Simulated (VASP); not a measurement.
## Relaxed cell of Re (Rhenium) with and without spin-orbit coupling

Aim: relax Re (Rhenium) with and without spin-orbit coupling. The starting structure is a measured crystal structure from the Crystallography Open Database. The first relaxation on each setting starts from this cell expanded by 3 % in volume.

Program: VASP 6.6.1. Level of theory: Kohn-Sham DFT with plane waves and PAW; PBEsol and PBEsol + spin-orbit coupling. Results are calculated unless marked as measured.

## 1. Set-up

The structure is hexagonal, space group P6_3/mmc (No. 194). Conventional cell: a = 2.761 Å, b = 2.761 Å, c = 4.458 Å, α = 90.00°, β = 90.00°, γ = 120.00°. Nearest to Re lie 12 Re at 2.74 to 2.76 Å.

## 2. Relaxation without spin-orbit coupling

This run starts from the cell of an earlier relaxation, which isn't shown; the restart sets up the plane waves anew.

Contents of INCAR:

```
SYSTEM = Re
PREC = Accurate
ENCUT = 450
EDIFF = 1E-06
NELM = 100
ISMEAR = 1
SIGMA = 0.15
LREAL = .FALSE.
ALGO = Normal
GGA = PS
NBANDS = 13
LASPH = .TRUE.
LORBIT = 11
LWAVE = .FALSE.
LCHARG = .FALSE.
KPAR = 4
IBRION = 2
NSW = 50
ISIF = 3
EDIFFG = -0.006
```

Contents of POSCAR:

```
Re
1.0
    2.7481256249      0.0000000000      0.0000000000
   -1.3740628124      2.3799466039      0.0000000000
    0.0000000000      0.0000000000      4.4509199386
Re
2
Direct
    0.6666666667      0.3333333333      0.7500000000
    0.3333333333      0.6666666667      0.2500000000
```

Contents of KPOINTS:

```
Automatic mesh
0
Gamma
15 15 8
0 0 0
```

Potentials, in the order of the species: Re (PBE family, release 64).

On the command line:

```console
mpirun -np 4 vasp_std
```

Log:

```text
[banner, memory and clock lines left out]
running    4 mpi-ranks, on    1 nodes
 distrk:  each k-point on    1 cores,    4 groups
 distr:  one band on    1 cores,    1 groups

 POSCAR found type information on POSCAR Re
 POSCAR found :  1 types and       2 ions
|                                                                             |
|               ----> ADVICE to this user running VASP <----                  |
|                                                                             |
|     You enforced a specific xc type in the INCAR file but a different       |
|     [... a line on the potential file left out ...]
|     I HOPE YOU KNOW WHAT YOU ARE DOING!                                     |
|                                                                             |

 LDA part: xc-table for (Slater+PW92), standard interpolation
 POSCAR, INCAR and KPOINTS ok, starting setup
 FFT: planning ... GRIDC
 FFT: planning ... GRID_SOFT
 FFT: planning ... GRID
 WAVECAR not read
 entering main loop
       N       E                     dE             d eps       ncg     rms          rms(c)
DAV:   1     0.153905371282E+02    0.15391E+02   -0.63739E+03  6972   0.124E+03
DAV:   2    -0.268482399633E+02   -0.42239E+02   -0.37055E+02  5835   0.275E+02
DAV:   3    -0.282272242590E+02   -0.13790E+01   -0.12779E+01  6089   0.541E+01
DAV:   4    -0.282469863240E+02   -0.19762E-01   -0.19564E-01  5593   0.427E+00
DAV:   5    -0.282472915086E+02   -0.30518E-03   -0.30510E-03  6010   0.834E-01    0.455E+01
DAV:   6    -0.271237097836E+02    0.11236E+01   -0.96125E-01  6046   0.267E+01    0.188E+01
DAV:   7    -0.267517867392E+02    0.37192E+00   -0.64586E-01  6225   0.214E+01    0.524E-01
DAV:   8    -0.267386702471E+02    0.13116E-01   -0.87694E-03  6033   0.934E-01    0.172E-01
DAV:   9    -0.267379170332E+02    0.75321E-03   -0.40688E-04  6198   0.211E-01    0.400E-02
DAV:  10    -0.267379149132E+02    0.21200E-05   -0.50351E-05  5768   0.746E-02    0.148E-02
DAV:  11    -0.267379159549E+02   -0.10417E-05   -0.28835E-07  3434   0.232E-02    0.373E-03
DAV:  12    -0.267379157191E+02    0.23584E-06   -0.40031E-07  2858   0.116E-02
   1 F= -.26737916E+02 E0= -.26738377E+02  d E =-.267379E+02
 curvature:   0.00 expect dE= 0.000E+00 dE for cont linesearch  0.000E+00
 trial: gam= 0.00000 g(F)=  0.685E-50 g(S)=  0.846E-05 ort = 0.000E+00 (trialstep = 0.100E+01)
 search vector abs. value=  0.846E-05
 reached required accuracy - stopping structural energy minimisation
```

Elapsed: 16 s, on 4 MPI ranks of Intel Xeon Platinum 8259CL at 2.50GHz (Skylake/Cascade Lake), shared host; peak memory 0.61 GiB; 63 s of CPU time.

The logs omit lines about the potential files and the build; timing stands in the text.

OUTCAR, selected parts (step 2):

```text
ion  position               nearest neighbor table
   1  0.667  0.333  0.750-   2 2.73   2 2.73   2 2.73   2 2.73   2 2.73   2 2.73
   2  0.333  0.667  0.250-   1 2.73   1 2.73   1 2.73   1 2.73   1 2.73   1 2.73

  LATTYP: Found a hexagonal cell.
 ALAT       =     2.7481256249
 C/A-ratio  =     1.6196202598

 Subroutine GETGRP returns: Found 24 space group operations
 (whereof 12 operations were pure point group operations)

The static configuration has the point symmetry D_3d.
 The point group associated with its full space group is D_6h.

 Found    135 irreducible k-points:

   k-points           NKPTS =    135   k-points in BZ     NKDIM =    135   number of bands    NBANDS=     13

   dimension x,y,z NGX =    20 NGY =   20 NGZ =   32
   dimension x,y,z NGXF=    40 NGYF=   40 NGZF=   64

   ENCUT  =  450.0 eV  33.07 Ry    5.75 a.u.   4.75  4.75  7.70*2*pi/ulx,y,z

   NELECT =      14.0000    total number of electrons

 k-points in reciprocal lattice and weights: Automatic mesh
   0.00000000  0.00000000  0.00000000       0.001
   0.06666667  0.00000000  0.00000000       0.003
   0.13333333  0.00000000  0.00000000       0.003
   0.20000000  0.00000000  0.00000000       0.003
   0.26666667  0.00000000  0.00000000       0.003
   0.33333333  0.00000000  0.00000000       0.003
   0.40000000  0.00000000  0.00000000       0.003
   0.46666667  0.00000000  0.00000000       0.003
   0.06666667  0.06666667  0.00000000       0.003
[...]
0.33333333  0.26666667  0.50000000       0.007
   0.33333333  0.33333333  0.50000000       0.001

 average (electrostatic) potential at core
       1 -38.8222       2 -38.8222

 E-fermi :   7.8215

 k-point     1 :       0.0000    0.0000    0.0000
  band No.  band energies     occupation
    ...
      3       6.2015      2.00000
      4       6.2418      2.00000
      5       6.2418      2.00000
      6       7.0873      2.00000
      7       7.0873      2.00000
      8       8.0621     -0.04573
      9       8.0621     -0.04573
     10       8.4538     -0.00000
     11      11.2697      0.00000
     12      11.2697      0.00000
    ...

 k-point     2 :       0.0667    0.0000    0.0000
  band No.  band energies     occupation
    ...
      4       6.4121      2.00000
      5       6.6054      2.00000
      6       6.9559      2.00000
      7       7.2486      2.00000
      8       7.6252      2.06899
      9       7.9179      0.12337
     10       8.0905     -0.02935
     11      11.3671      0.00000
     12      12.0758      0.00000
     13      17.9501      0.00000

 k-point     3 :       0.1333    0.0000    0.0000
  band No.  band energies     occupation
    ...
      6       6.9146      2.00000
      7       7.1176      2.00000
      8       7.5576      2.03211
      9       7.7221      1.89204
     10       7.8036      1.19974
     11      11.5931      0.00000
     12      13.6047      0.00000
     13      17.8679      0.00000

  Total        0.0110652      0.0110652      0.0102817      0.0000000     -0.0000000      0.0000000
  in kB        0.6089992      0.6089992      0.5658789      0.0000000     -0.0000000      0.0000000
  external PRESSURE =       0.5946258 kB  Pullay stress =       0.0000000 kB

  energy-cutoff  :      450.00
  volume of cell :       29.11
      direct lattice vectors                 reciprocal lattice vectors
     2.748125625  0.000000000  0.000000000     0.363884384  0.210088747  0.000000000
    -1.374062812  2.379946604  0.000000000     0.000000000  0.420177494  0.000000000
     0.000000000  0.000000000  4.450919939     0.000000000  0.000000000  0.224672655

 POSITION                                       TOTAL-FORCE (eV/Angst)
 -----------------------------------------------------------------------------------
      1.37406      0.79332      3.33819         0.000000     -0.000000      0.000000
     -0.00000      1.58663      1.11273        -0.000000      0.000000      0.000000
 -----------------------------------------------------------------------------------
    total drift:                               -0.000000      0.000000     -0.000000

  FREE ENERGIE OF THE ION-ELECTRON SYSTEM (eV)
  ---------------------------------------------------
  free  energy   TOTEN  =       -26.7379157191 eV

  energy  without entropy=      -26.7393008927  energy(sigma->0) =      -26.73837744

 reached required accuracy - stopping structural energy minimisation

 total charge
# of ion       s       p       d       tot
------------------------------------------
    1        0.631   0.689   4.882   6.202
    2        0.631   0.689   4.882   6.202
--------------------------------------------------
tot          1.262   1.378   9.765  12.405

[... 3 further parts left out ...]
```

CONTCAR:

```
Re
   1.00000000000000
     2.7481256249000001    0.0000000000000000    0.0000000000000000
    -1.3740628124000001    2.3799466039000001    0.0000000000000000
     0.0000000000000000    0.0000000000000000    4.4509199386000002
  Re
     2
Direct
     0.6666666667000030    0.3333333332999970    0.7500000000000000
     0.3333333332999970    0.6666666667000030    0.2500000000000000
```

The PAW data sets were made with PBE, which is usual practice but a small mismatch for other functionals. The data set Re keeps the semicore shell frozen, which is cheaper and a little less accurate. The run keeps the 24 symmetry operations of its start, so it cannot find a distortion of lower symmetry.

Without spin-orbit coupling the relaxed cell holds 14.555 Å³ an atom, with a = 2.748 Å and c = 4.451 Å.

## 3. Relaxation with spin-orbit coupling

Against step 2 the input has LNONCOLLINEAR = .TRUE., MAGMOM = 0 0 0 0 0 0, GGA_COMPAT = .FALSE. and LSORBIT = .TRUE. (also changed: NBANDS and LMAXMIX). This run starts from the cell of an earlier relaxation, which isn't shown; the restart sets up the plane waves anew.

Edit INCAR of step 2 so:

```diff
@@ -10,4 +10,9 @@
 GGA = PS
-NBANDS = 13
+LNONCOLLINEAR = .TRUE.
+MAGMOM = 0 0 0 0 0 0
+NBANDS = 26
+GGA_COMPAT = .FALSE.
 LASPH = .TRUE.
+LSORBIT = .TRUE.
+LMAXMIX = 4
 LORBIT = 11
```

Contents of POSCAR:

```
Re
1.0
    2.7520237718      0.0000000000      0.0000000000
   -1.3760118858      2.3833224981      0.0000000000
    0.0000000000      0.0000000000      4.4460581657
Re
2
Direct
    0.6666666667      0.3333333333      0.7500000000
    0.3333333333      0.6666666667      0.2500000000
```

KPOINTS is that of step 2.

On the command line:

```console
mpirun -np 4 vasp_ncl
```

Log:

```text
[banner, memory and clock lines left out]
running    4 mpi-ranks, on    1 nodes
[...]
[... a notice as in an earlier step ...]

 LDA part: xc-table for (Slater+PW92), standard interpolation
 POSCAR, INCAR and KPOINTS ok, starting setup
[...]
entering main loop
       N       E                     dE             d eps       ncg     rms          rms(c)
DAV:   1     0.591140582650E+02    0.59114E+02   -0.57194E+03 13700   0.127E+03
DAV:   2    -0.218675765326E+02   -0.80982E+02   -0.70949E+02 13750   0.496E+02
DAV:   3    -0.286231538835E+02   -0.67556E+01   -0.56934E+01 13410   0.219E+02
DAV:   4    -0.288810887497E+02   -0.25793E+00   -0.24659E+00 12648   0.375E+01
[...]
DAV:  11    -0.274088583020E+02    0.24441E-04   -0.24695E-05 12644   0.995E-02    0.476E-02
DAV:  12    -0.274088630322E+02   -0.47302E-05   -0.27340E-05 12504   0.867E-02    0.467E-03
DAV:  13    -0.274088622033E+02    0.82891E-06   -0.34459E-07  5094   0.232E-02
   1 F= -.27408862E+02 E0= -.27409247E+02  d E =-.274089E+02  mag=    -0.0000    -0.0000     0.0000
[... from here on, the cycles between the ionic steps are left out ...]
   2 F= -.27408853E+02 E0= -.27409223E+02  d E =0.957278E-05  mag=    -0.0000     0.0000    -0.0000
   3 F= -.27408863E+02 E0= -.27409244E+02  d E =-.121898E-05  mag=     0.0000    -0.0000    -0.0000
   4 F= -.27408864E+02 E0= -.27409246E+02  d E =-.143370E-05  mag=     0.0000     0.0000     0.0000
[...]
reached required accuracy - stopping structural energy minimisation
```

Run time: 2.1 min. Hardware: 4 MPI ranks; peak memory 1.1 GiB; 8.3 min of CPU time.

Parts of OUTCAR (step 3):

```text
  Total        0.0108308      0.0108308      0.0057170      0.0000000      0.0000000      0.0000000
  in kB        0.5951111      0.5951111      0.3141292      0.0000000      0.0000000      0.0000000
  external PRESSURE =       0.5014504 kB  Pullay stress =       0.0000000 kB

 POSITION                                       TOTAL-FORCE (eV/Angst)
 -----------------------------------------------------------------------------------
      1.37601      0.79444      3.33426        -0.000000     -0.000000      0.000000
     -0.00000      1.58888      1.11142         0.000000      0.000000      0.000000
 -----------------------------------------------------------------------------------
    total drift:                                0.000000     -0.000000      0.000000

  FREE ENERGIE OF THE ION-ELECTRON SYSTEM (eV)
  ---------------------------------------------------
  free  energy   TOTEN  =       -27.4088636370 eV

  energy  without entropy=      -27.4100103882  energy(sigma->0) =      -27.40924589

 magnetization (x)
# of ion       s       p       d       tot
------------------------------------------
    1        0.000   0.000  -0.000  -0.000
    2        0.000   0.000  -0.000  -0.000
--------------------------------------------------
tot          0.000   0.000  -0.000  -0.000

 magnetization (y)
# of ion       s       p       d       tot
------------------------------------------
    1        0.000   0.000   0.000   0.000
    2        0.000   0.000   0.000   0.000
--------------------------------------------------
tot          0.000   0.000   0.000   0.000

 magnetization (z)
# of ion       s       p       d       tot
------------------------------------------
    1        0.000   0.000   0.000   0.000
    2        0.000   0.000   0.000   0.000
--------------------------------------------------
tot          0.000   0.000   0.000   0.000

[... 1 part as in an earlier step ...]

[... 3 further parts left out ...]
[key lines of the parts left out:]
E-fermi :   7.8200
```

With spin-orbit coupling the relaxed cell holds 14.579 Å³ an atom, with a = 2.752 Å and c = 4.446 Å.

## 4. All runs side by side

| run | volume (Å³/atom) | a (Å) | c (Å) | pressure left (GPa) | core minutes |
| --- | --- | --- | --- | --- | --- |
| without spin-orbit coupling | 14.555 | 2.7481 | 4.4509 | 0.059 | 5.21 |
| with spin-orbit coupling | 14.579 | 2.752 | 4.4457 | 0.05 | 29.5 |

Core minutes are wall time times ranks, summed over the relaxations behind a row (those for a bulk modulus apart), on shared hosts.

## 5. Summary of results

```yaml
volume_without_spin_orbit_coupling: 14.555 Å³/atom
volume_with_spin_orbit_coupling: 14.579 Å³/atom
```

What this shows: The run with spin-orbit coupling gives a volume +0.17 % from the one without (a +0.14 % and c -0.12 %). The relaxations stop with 0.059 and 0.050 GPa left; at a bulk modulus of 50 GPa, to name a scale, that difference alone shifts the volume by 0.02 %. The k mesh isn't tested here. GGA_COMPAT also differs between the two, which alone can make a change this small. Further runs on this material are not shown.

[Lines on the potential files, build, host, timing and source positions are cut from VASP's logs without a mark.]

[Logs are printed without paths, hosts, clocks, repeated set-up lines and the standing remarks that a program may print on its own settings, such as how far it seeks lower states.]

[Hosts, paths, dates, database ids (printed as entryN), source tags and the programs' standing remarks are cut or masked in the printed files.]
